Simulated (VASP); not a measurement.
Here is a VASP 6.6.1 calculation.

The input INCAR:

```
ALGO = Fast ; EDIFF = 1E-6
EDIFFG = -0.01 ; ENCUT = 600
IBRION = 2 ; ISIF = 3
ISMEAR = 1 ; LASPH = T
LCHARG = F ; LREAL = F
LWAVE = F ; NELM = 80
NSW = 40 ; PREC = Accurate
SIGMA = 0.1
```

The input CaBi.cif:

```cif
data_CaBi
_cell_length_a 4.08495105
_cell_length_b 4.08495105
_cell_length_c 4.64545000
_cell_angle_alpha 90.00000000
_cell_angle_beta 90.00000000
_cell_angle_gamma 120.00000000
_space_group_name_H-M_alt 'P-6m2'
_space_group_name_Hall 'P -6 2'
_space_group_IT_number 187
loop_
_space_group_symop_operation_xyz
'x,y,z'
'-x+y,-x,-z'
'-y,x-y,z'
'x,y,-z'
'-x+y,-x,z'
'-y,x-y,-z'
'-y,-x,-z'
'x,x-y,z'
'-x+y,y,-z'
'-y,-x,z'
'x,x-y,-z'
'-x+y,y,z'
loop_
_atom_site_label
_atom_site_type_symbol
_atom_site_symmetry_multiplicity
_atom_site_Wyckoff_symbol
_atom_site_fract_x
_atom_site_fract_y
_atom_site_fract_z
_atom_site_occupancy
Ca1 Ca 1 a 0.0000000000 0.0000000000 0.0000000000 1
Bi1 Bi 1 d 0.3333333333 0.6666666667 0.5000000000 1
```

Contents of KPOINTS:

```
k-points
0
Gamma
  8 8 6
```

File POSCAR:

```
Ca Bi
 1.0000000000000000
     4.0849510499999999    0.0000000000000000    0.0000000000000000
    -2.0424755249999991    3.5376713825159167    0.0000000000000000
     0.0000000000000000    0.0000000000000000    4.6454500000000003
 Ca  Bi 
   1   1
Cartesian
  0.0000000000000000  0.0000000000000000  0.0000000000000000
 -0.0000000002042470  2.3584475884618668  2.3227250000000002
```

Potentials or basis: VASP PAW LDA potentials, release 54 (Ca_sv, Bi_d).

The run is started by

```console
$ ase convert -i cif -o vasp CaBi.cif POSCAR
$ cat potpaw_LDA.54/Ca_sv/POTCAR potpaw_LDA.54/Bi_d/POTCAR > POTCAR
$ mpirun -np 1 vasp_std > vasp.out
```

Task: Estimate the relaxed volume.

Result: 30.51 Å³/atom.

Task: Estimate the relaxed cell.

Result: a = 3.930 Å, b = 3.930 Å, c = 4.562 Å, α = 90.00°, β = 90.00°, γ = 120.00°.

Task: What does it give for the band gap on the k mesh?

Result: None (metal or under the smearing width).

Task: What does it give for the space group after relaxing (to 0.05 Å)?

Result: P-6m2 (No. 187).

Final structure:
```
Ca Bi
1.0
     3.92957    0.00000    0.00000
    -1.96479    3.40311    0.00000
     0.00000    0.00000    4.56249
Ca Bi
1 1
Direct
  0.00000 0.00000 0.00000
  0.33333 0.66667 0.50000
```

Caveat: spin-orbit coupling is left out, which moves the levels of the heavy elements.
